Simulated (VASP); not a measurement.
VASP input:

**POSCAR**
```
ZrC
1
    0.0000000000     2.3500000000     2.3500000000
    2.3500000000     0.0000000000     2.3500000000
    2.3500000000     2.3500000000     0.0000000000
Zr C
1 1
Direct
  0.0000000000   0.0000000000   0.0000000000
  0.5000000000   0.5000000000   0.5000000000
```

### INCAR
```
SIGMA=0.1
ISIF=3
LWAVE=.FALSE.
LCHARG=.FALSE.
SYSTEM=ZrC
PREC=Accurate
EDIFF=1E-6   # SCF stop (eV)
LMAXMIX=4
NELM=100   # most electronic steps
ISMEAR=1
ENCUT=520   # plane-wave cut-off (eV)
LREAL=.FALSE.   # projection in real space or not
EDIFFG=-0.01   # ionic stop
ALGO=Normal   # blocked Davidson
LASPH=.TRUE.   # aspherical one-centre terms
GGA=91
IBRION=2   # conjugate gradients
NSW=60   # most ionic steps
```

File KPOINTS:
```
Automatic mesh
0
Gamma
12 12 12
0 0 0
```

POTCAR, in this order: Zr_sv C (PBE.64 set). Program: vasp_std.

Translate this PW91 calculation to Quantum ESPRESSO's pw.x.

One equivalent input (not run):
```
&CONTROL
  calculation = 'vc-relax'
  pseudo_dir = './pseudo'
  outdir = './out'
  tprnfor = .true.
  tstress = .true.
  nstep = 60
  forc_conv_thr = 0.00039
/
&SYSTEM
  ibrav = 0
  nat = 2
  ntyp = 2
  ecutwfc = 82
  occupations = 'smearing'
  smearing = 'methfessel-paxton'
  degauss = 0.00735
  input_dft = 'pw91'
/
&ELECTRONS
  conv_thr = 7.3e-08
  electron_maxstep = 100
/
&IONS
/
&CELL
/
ATOMIC_SPECIES
  Zr 91.224 Zr.upf
  C 12.011 C.upf
CELL_PARAMETERS angstrom
     0.0000000    2.3500000    2.3500000
     2.3500000    0.0000000    2.3500000
     2.3500000    2.3500000    0.0000000
ATOMIC_POSITIONS crystal
  Zr   0.0000000  0.0000000  0.0000000
  C    0.5000000  0.5000000  0.5000000
K_POINTS automatic
  12 12 12 0 0 0
```
Limits of the translation: the potentials are each code's own (VASP's PAW set, PseudoDojo norm-conserving files in pw.x), so ENCUT and ecutwfc are chosen apart and not converted; conv_thr bounds pw.x's estimated SCF error, while EDIFF bounds the energy change between steps; forc_conv_thr acts on force components and is met together with etot_conv_thr.

The compound is ZrC in the rock salt structure. This run relaxes it. Symmetry was kept, so distortions that lower it aren't found.
